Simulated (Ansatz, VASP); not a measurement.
# HfO2 in two plane-wave programs, part 2 of 2

Wanted: the spread between two codes on one cell, functional and k mesh. The cell is taken from a series of runs on this material, whose earlier steps may have relaxed, scaled, displaced or heated it; both programs get it as it stands.

VASP 6.6.1 and Ansatz 0.2.0.

So far: Starting point; VASP: zone-centre phonons, LDA.

### 3. Ansatz: zone-centre phonons, LDA

Level of this step: Ansatz beside VASP: Kohn-Sham DFT, plane waves, LDA (Ansatz).

Ansatz runs on its PAW soft_1 files.

The same cell, functional (in two slightly different forms) and mesh now go to Ansatz, which takes its cutoff from its data sets.

Input file input.yaml:

```yaml
crystal:
  lattice:
    - [0.0, 2.5187705729, 2.4008315992]
    - [2.5187705729, 0.0, 2.4008315992]
    - [2.5187705729, 2.5187705729, 0.0]
  atoms:
    - { symbol: O, position: [0.25, 0.25, 0.25] }
    - { symbol: O, position: [0.75, 0.75, 0.75] }
    - { symbol: Hf, position: [0.0, 0.0, 0.0] }
kpoints:
  mp_grid: { grid: [8, 8, 8] }
hamiltonian:
  xc: lda
  pseudopotentials: { kind: paw, azcp: { folder: soft_1 }, xc_functional: pbe }
scf:
  occupations: { method: fixed }
output:
  eigenvalues: true
phonons:
  method: dfpt
  dielectric: true
  rigid_motions: translations
```

On the command line:

```
$ ansatz run input.yaml --threads 8 --pin off --max-ram 20480MiB --backend cpu --events-out ev --progress --plain --runs-dir out
```

Numbers of over 12 decimals in the logs are rounded to 6 here.

Log:

```text
Engine: ansatz 0.2.0, aarch64-unknown-linux-gnu
Pseudopotentials: kind: paw
Pseudopotential: O, paw, valence charge 6, recommended cutoff 420 eV (normal), soft_1/O.paw.azcp
Pseudopotential: Hf, paw, valence charge 26, recommended cutoff 420 eV (normal), soft_1/Hf.paw.azcp
Functional definition: SPW92
  exchange = slater_x
  correlation = pw_c
Crystal: 3 atoms, lattice volume = 30.463 Å³
Basis set: ecut = 420 eV, 585 PW (Γ), exchange–correlation on 48×48×48 points (8 copies of the dense FFT grid, shifted against one another)
Bands: 23, of which v1, the nominal top of the filled ones, is band 19 counted from 1 (18 counted from 0)
Symmetry: 16 space group operations
k-points: 260 of 512 (irreducible under 1 space group operation, time reversal used)
Non-local potential: O, projectors of the file, l = 0: 2, l = 1: 2, l = 2: 1
Non-local potential: Hf, projectors of the file, l = 0: 3, l = 1: 2, l = 2: 2, l = 3: 3
PAW form: soft (Blöchl's): semilocal exchange-correlation on the pseudo side does not see the compensation charge
PAW frozen core: O, regenerated for the run's functional, and the local potential with it (the file was generated under x = pbe(κ = 0.804, μ = 0.219515), c = pbe(β = 0.066725))
PAW frozen core: Hf, regenerated for the run's functional, and the local potential with it (the file was generated under x = pbe(κ = 0.804, μ = 0.219515), c = pbe(β = 0.066725))
PAW one-centre angular grid: O, 110 points (default); XC on 64 Gauss nodes
PAW one-centre angular grid: Hf, 590 points (default); XC on 64 Gauss nodes
Initial density: superposition of atomic densities (chi_scale 0.1, normalization cell, long waves kept (reshape's long-wave potential 0.00 eV rms))
Initial wavefunctions: pseudopotential atomic-orbital guess
Functional: x = slater, c = lda
SCF iter   1: F=—  HF=-16594.231251 eV  |F-HF|=—  |Δ(HF+E_count)|=         —  Δρ=9.11e-2  dr2=1.95e0  ethr=3.10e-3  ⟨swp⟩=4.1  Hψ=19917  notcnv=0  defer=490
preconditioner: auto → none  [insulator: Δε(μ)=2.536 eV  Ē_g=19.549 eV  n_scr=14 (ndim 8)  ℏωp=40.4 eV  f_vac=0.000  ε∞_Penn≈5.3]
SCF iter   2: F=—  HF=-16593.618830 eV  |F-HF|=—  |Δ(HF+E_count)|=   6.12e-1  Δρ=3.49e-2  dr2=3.02e-1  ethr=3.10e-3  ⟨swp⟩=2.2  Hψ=14005  notcnv=0  defer=487
SCF iter   3: F=—  HF=-16593.549301 eV  |F-HF|=—  |Δ(HF+E_count)|=   6.95e-2  Δρ=2.57e-2  dr2=1.13e-1  ethr=7.94e-4  ⟨swp⟩=2.0  Hψ=10403  notcnv=0  defer=520
SCF iter   4: F=—  HF=-16593.524613 eV  |F-HF|=—  |Δ(HF+E_count)|=   2.47e-2  Δρ=5.54e-3  dr2=4.59e-3  ethr=2.97e-4  ⟨swp⟩=2.5  Hψ=12030  notcnv=0  defer=520
SCF iter   5: F=—  HF=-16593.526734 eV  |F-HF|=—  |Δ(HF+E_count)|=   2.12e-3  Δρ=2.67e-3  dr2=7.05e-4  ethr=1.21e-5  ⟨swp⟩=2.0  Hψ=12097  notcnv=0  defer=520
SCF iter   6: F=—  HF=-16593.527067 eV  |F-HF|=—  |Δ(HF+E_count)|=   3.33e-4  Δρ=2.26e-4  dr2=4.71e-6  ethr=1.86e-6  ⟨swp⟩=2.0  Hψ=9814  notcnv=0  defer=519
SCF iter   7: F=—  HF=-16593.527073 eV  |F-HF|=—  |Δ(HF+E_count)|=   5.11e-6  Δρ=1.16e-5  dr2=1.85e-8  ethr=1.24e-8  ⟨swp⟩=2.6  Hψ=10888  notcnv=0  defer=6
SCF iter   8: F=—  HF=-16593.527072 eV  |F-HF|=—  |Δ(HF+E_count)|=   7.80e-7  Δρ=1.53e-6  dr2=2.96e-10  ethr=4.87e-11  ⟨swp⟩=2.5  Hψ=11456  notcnv=0
SCF iter   9: F=-16593.527072 eV  HF=-16593.527072 eV  |F-HF|=0.00e0  |Δ(HF+E_count)|=  2.55e-11  Δρ=1.78e-7  dr2=5.40e-12  ethr=1.00e-12  ⟨swp⟩=8.5  Hψ=39875  notcnv=0
SCF 1 converged in 9 iterations: F = -16593.527072 eV  dr2 = 5.40e-12
  greatest PAW one-centre occupation: 0.999 electrons in one spin orbital (limit 2), on the Hf atom at site 2 (counted from 0), in its partial waves of l = 3
NSCF: frozen V_eff on 3 k-points
DFPT response loops at Γ: preconditioner auto → none (the input reference at scf.mixing.eps_inf says where Resta's filter doesn't serve); β = 0.50; Broyden in place of MSR1
SCF converged after 9 iterations
Free energy (F): -16593.527072 eV
Harris-Foulkes:  -16593.527072 eV  (|F-HF|=0.00e0)
Internal energy: -16593.527072 eV  (E = F + TS)
E sigma→0 (E₀):  -16593.527072 eV
Fermi energy:    16.156544 eV
--- Per-component energies (eV) ---
  E_band       = 46.603270
  E_kinetic    = 746.592161
  E_local      = -6791.245800  (includes V_loc(G=0)·N_el)
  E_nonlocal   = 187.984629
  E_hartree    = 3251.634683
  E_xc         = -406.623503
  E_vxc        = -437.972880  (∫ρ·V_xc dr)
  E_paw        = -7762.102175  (= ΣΔE_a)
  E_vpaw       = -162.026029  (= ΣTr[D̂ρ^β])
  E_aug_tail   = 0.001618  (compensation charges beyond the density's cutoff)
  E_ewald      = -5822.419615
  E_core_change = 2.650931  (= ΣΔE_core)
  E_smearing   = -0.000000  (= −TS)
  E_closure    = -0.000000  (closes the sum)
  Σ components = -16593.527072   (vs F -16593.527072, Δ=0.00e0)
--- Band table (eV; the first three rows and the last of 260) ---
  k-point 0: bands = [... 15 lower, 9.9091, 14.8933, 14.8933, 15.5773, 19.2856, 19.7171, 22.0405, 26.9090]
  k-point 1: bands = [... 15 lower, 10.3938, 14.4790, 14.5807, 15.1777, 19.6725, 20.0431, 22.6040, 26.1068]
  k-point 2: bands = [... 15 lower, 11.5226, 13.6303, 14.0690, 14.4563, 20.3017, 20.4587, 23.0853, 25.5364]
  k-point 259: bands = [... 15 lower, 12.5306, 12.8685, 13.8222, 13.8802, 20.3016, 20.5148, 23.2632, 24.6961]
--- Phonons (Γ-DFPT): 4 representative perturbations + reference, on 260 of 512 k-points (Σ response iterations 17) ---
  k mesh reduced under 1 symmetry operation, with k and −k counted as one. Each operation leaves every solved perturbation unchanged. A smaller set is not considered because the run solves the response to a homogeneous field
  ASR residual: 7.084e-5 → 0.000e0 eV/Å²; symmetrization residual: 1.383e-5 eV/Å²
  ASR residual per site (eV/Å²): 7.08e-5 7.08e-5 6.51e-5
  Γ frequencies (cm⁻¹): 0.00 0.00 0.00 270.70 270.70 272.43 589.12 589.12 676.18
  ε∞ (high-frequency dielectric tensor):
        5.523821     0.000000     0.000000
        0.000000     5.523821     0.000000
        0.000000    -0.000000     5.205147
  ε⁰ (static dielectric tensor: ions relaxed, cell fixed):
       32.086303     0.000000    -0.000000
        0.000000    32.086303    -0.000000
       -0.000000    -0.000000    28.623905
  ε⁰ − ε∞ (ionic part):
       26.562482     0.000000    -0.000000
        0.000000    26.562482    -0.000000
       -0.000000    -0.000000    23.418758
  softest optical mode at Γ: 270.70 cm⁻¹; the repairs (sum rule, projections) moved no ω² at Γ by more than (1.82 cm⁻¹)²
  Born effective charges Z* (e; rows j = field, columns β = displacement):
    site 0:
        -2.85907    0.00000   -0.00000
         0.00000   -2.85907   -0.00000
         0.00000    0.00000   -2.70165
    site 1:
        -2.85907    0.00000    0.00000
         0.00000   -2.85907    0.00000
         0.00000    0.00000   -2.70165
    site 2:
         5.71815    0.00000   -0.00000
         0.00000    5.71815   -0.00000
         0.00000   -0.00000    5.40330
  Z* charge neutrality: 2.279e-5 e pre-enforcement
  k-mesh period / interband length: 27.8 Å / 1.38 Å = 20.22 at k = (0.0000, 0.0000, 0.0000), direct gap 3.708 eV — 14 or more, which is no proof of convergence
  optical modes at Γ without the LO–TO term, one row a degenerate level:
      ω (cm⁻¹)  modes    IR ((D/Å)²/amu)
        270.70      2            55.6026
        272.43      1            24.8241
        589.12      2             0.0000
        676.18      1             0.0000
  optical modes at Γ + LO–TO along q̂ = [1.0000, 0.0000, 0.0000]:
      ω (cm⁻¹)  modes    IR ((D/Å)²/amu)
        270.70      1            27.8013
        272.43      1            24.8241
[...]
optical modes at Γ + LO–TO along q̂ = [0.0000, 1.0000, 0.0000]:
      ω (cm⁻¹)  modes    IR ((D/Å)²/amu)
[...]
272.43      1            24.8241
        589.12      2             0.0000
        652.43      1            27.8013
        676.18      1             0.0000
  optical modes at Γ + LO–TO along q̂ = [0.0000, 0.0000, 1.0000]:
      ω (cm⁻¹)  modes    IR ((D/Å)²/amu)
        270.70      2            55.6026
        589.12      2             0.0000
        638.85      1            24.8241
        676.18      1             0.0000
```

### 4. Comparison

Known differences besides the potentials themselves: fixed occupations in Ansatz, narrow Gaussian smearing in VASP; the data sets hold 38 valence electrons in Ansatz (on its PAW soft_1 files) and 22 in VASP; the cutoff is 420 eV in Ansatz and 600 eV in VASP; VASP's log shows a relativistic correction to its local exchange, Ansatz's none. Total energies have different zeros and are not compared.

The two programs side by side:

```tsv
quantity	Ansatz	VASP	difference
ε∞ xx	5.52	5.46	+1.20 %
ε∞ yy	5.52	5.46	+1.20 %
ε∞ zz	5.21	5.15	+1.13 %
Born charge of O1 (mean of the diagonal) (e)	-2.81	-2.79	-0.02
Born charge of Hf3 (mean of the diagonal) (e)	5.61	5.57	+0.04
optical mode 1 to 2 (cm⁻¹)	270.7	269.0	+0.61 %
optical mode 3 (cm⁻¹)	272.4	271.3	+0.43 %
optical mode 4 to 5 (cm⁻¹)	589.1	586.9	+0.39 %
optical mode 6 (cm⁻¹)	676.2	674.9	+0.19 %
```

Modes are paired by rising frequency, not by their patterns, so a pair may set unlike modes beside each other; they are those without the splitting of longitudinal modes.

### 5. Results

| Property | Result |
| --- | --- |
| r.m.s. difference of the optical zone-centre modes, each program's sorted by frequency (zone-centre phonons, LDA) | 1.8 cm⁻¹ |
| difference in ε∞ xx (zone-centre phonons, LDA) | +1.2 % |

In words: The r.m.s. difference of the optical zone-centre modes, each program's sorted by frequency is 1.8 cm⁻¹ (zone-centre phonons, LDA). The data sets hold unlike numbers of valence electrons (38 in Ansatz and 22 in VASP), so part of the differences comes from the potentials. Among the rows given in per cent, the largest difference of the zone-centre phonons, LDA pair is in ε∞ xx, +1.2 %. Such differences can come from data sets, numerical settings and the points named under the comparisons, not from the functional's error against experiment.

[Lines on the potential files, build, host, timing and source positions are cut from VASP's logs without a mark.]

[Logs are printed without paths, hosts, clocks, repeated set-up lines and the standing remarks that a program may print on its own settings, such as how far it seeks lower states.]

[Hosts, paths, dates, database ids (printed as entryN), source tags and the programs' standing remarks are cut or masked in the printed files.]
